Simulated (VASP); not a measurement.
Level of theory: LDA (Ceperley-Alder, Perdew-Zunger), VASP's LDA PAW potentials (set 64) (plane waves; VASP).

VASP ran on this input.

INCAR:
```
! general
SYSTEM  = WSe2 bilayer
PREC    = Normal
ENCUT   = 400   ! plane-wave cut-off (eV)
LREAL   = .FALSE.   ! projection in real space or not
LASPH   = .TRUE.

! electronic loop
EDIFF   = 1E-6
NELM    = 100
NELMIN  = 4
ALGO    = Normal   ! blocked Davidson
LMAXMIX = 6

! smearing
ISMEAR  = 0   ! Gaussian
SIGMA   = 0.05

! output
LWAVE   = .FALSE.
LCHARG  = .FALSE.
LORBIT  = 11   ! lm-projected
LVHAR   = .TRUE.
```

KPOINTS:
```
Automatic mesh
0
Gamma
12 12 1
0 0 0
```

### POSCAR
```
WSe2 bilayer
1
    3.2511033461     0.0000000000    -0.0000000000
   -1.6255516730     2.8155377689    -0.0000000000
    0.0000000000     0.0000000000    25.6580459381
W Se
2 4
Direct
  0.6666670000   0.3333330000   0.3745205920
  0.3333330000   0.6666670000   0.6254794080
  0.3333330000   0.6666670000   0.4396612875
  0.3333330000   0.6666670000   0.3094702086
  0.6666670000   0.3333330000   0.6905297914
  0.6666670000   0.3333330000   0.5603387125
```

POTCAR, in this order: W_sv Se (LDA.64 set). Program: vasp_std. Read from the step before: WAVECAR.

Output

OSZICAR:
```
       N       E                     dE             d eps       ncg     rms          rms(c)
DAV:   1    -0.483715727517E+02   -0.48372E+02   -0.78335E-04  1175   0.318E-01    0.419E-03
DAV:   2    -0.483715716168E+02    0.11349E-05   -0.71349E-06  1327   0.179E-02    0.209E-03
DAV:   3    -0.483715716052E+02    0.11572E-07   -0.81395E-07   848   0.496E-03    0.123E-03
DAV:   4    -0.483715715865E+02    0.18794E-07   -0.18046E-07   715   0.273E-03
   1 F= -.48371572E+02 E0= -.48371572E+02  d E =-.124193E-22
```

File OUTCAR:
```
------------------------ aborting loop because EDIFF is reached ----------------------------------------
  FORCE on cell =-STRESS in cart. coord.  units (eV):
  Direction    XX          YY          ZZ          XY          YZ          ZX
  --------------------------------------------------------------------------------------
  Total        0.0981146      0.0981145     -0.0656671      0.0000000      0.0000000      0.0000000
  in kB        0.6693116      0.6693115     -0.4479638      0.0000000      0.0000000      0.0000000
  external PRESSURE =       0.2968864 kB  Pullay stress =       0.0000000 kB
  volume of cell :      234.86
      direct lattice vectors                 reciprocal lattice vectors
     3.251103346  0.000000000  0.000000000     0.307587884  0.177585968  0.000000000
    -1.625551673  2.815537769  0.000000000     0.000000000  0.355171936  0.000000000
     0.000000000  0.000000000 25.658045938     0.000000000  0.000000000  0.038974129
 POSITION                                       TOTAL-FORCE (eV/Angst)
 -----------------------------------------------------------------------------------
      1.62555      0.93851      9.60947         0.000000      0.000000     -0.017124
     -0.00000      1.87703     16.04858         0.000000      0.000000      0.017124
     -0.00000      1.87703     11.28085         0.000000     -0.000000      0.026487
     -0.00000      1.87703      7.94040        -0.000000      0.000000      0.005668
      1.62555      0.93851     17.71765         0.000000     -0.000000     -0.005668
      1.62555      0.93851     14.37720        -0.000000      0.000000     -0.026487
 -----------------------------------------------------------------------------------
    total drift:                                0.000000      0.000000      0.000000
  FREE ENERGIE OF THE ION-ELECTRON SYSTEM (eV)
  ---------------------------------------------------
  free  energy   TOTEN  =       -48.3715715865 eV

  energy  without entropy=      -48.3715715865  energy(sigma->0) =      -48.37157159

 total charge

# of ion       s       p       d       tot
------------------------------------------
    1        2.317   6.291   3.451  12.059
    2        2.317   6.291   3.451  12.059
    3        1.480   2.363   0.075   3.918
    4        1.478   2.368   0.073   3.920
    5        1.478   2.368   0.073   3.920
    6        1.480   2.363   0.075   3.918
--------------------------------------------------
tot         10.549  22.044   7.199  39.792
```
(Selected blocks of OUTCAR.)

### OUTCAR
```
 val. band max:        0.6000104709   @ k =   0.0000   0.0000   0.0000

 cond. band min:       1.9067610341   @ k =   0.1667   0.1667   0.0000


 Fermi energy:         0.9324442142

 k-point     1 :       0.0000    0.0000    0.0000
  band No.  band energies     occupation
      1     -73.0241      2.00000
      2     -73.0241      2.00000
      3     -37.5687      2.00000
      4     -37.5686      2.00000
      5     -37.3935      2.00000
      6     -37.3934      2.00000
      7     -37.3934      2.00000
      8     -37.3934      2.00000
      9     -14.5702      2.00000
     10     -14.4278      2.00000
     11     -13.2944      2.00000
     12     -13.0656      2.00000
     13      -6.2141      2.00000
     14      -5.6103      2.00000
     15      -2.4261      2.00000
     16      -1.8768      2.00000
     17      -1.8768      2.00000
     18      -1.8682      2.00000
     19      -1.8682      2.00000
     20      -1.1901      2.00000
     21      -0.7044      2.00000
     22      -0.7043      2.00000
     23      -0.6758      2.00000
     24      -0.6757      2.00000
     25      -0.1607      2.00000
     26       0.6000      2.00000
     27       3.5522      0.00000
     28       3.5522      0.00000
     29       3.5926      0.00000
     30       3.5927      0.00000
     31       3.7319      0.00000

 k-point     2 :       0.0833   -0.0000    0.0000
  band No.  band energies     occupation
      1     -73.0233      2.00000
      2     -73.0233      2.00000
      3     -37.5651      2.00000
      4     -37.5651      2.00000
      5     -37.4120      2.00000
      6     -37.4120      2.00000
      7     -37.3978      2.00000
      8     -37.3978      2.00000
      9     -14.4596      2.00000
     10     -14.3174      2.00000
     11     -13.2361      2.00000
     12     -13.0133      2.00000
     13      -6.0749      2.00000
     14      -5.4705      2.00000
     15      -2.5639      2.00000
     16      -2.2013      2.00000
     17      -2.1863      2.00000
...
```

Unless said otherwise, spin-orbit coupling is left out, though it shifts the bands of the heavy elements here.

The cell is a sheet with vacuum, built from WSe2 (2H layered).
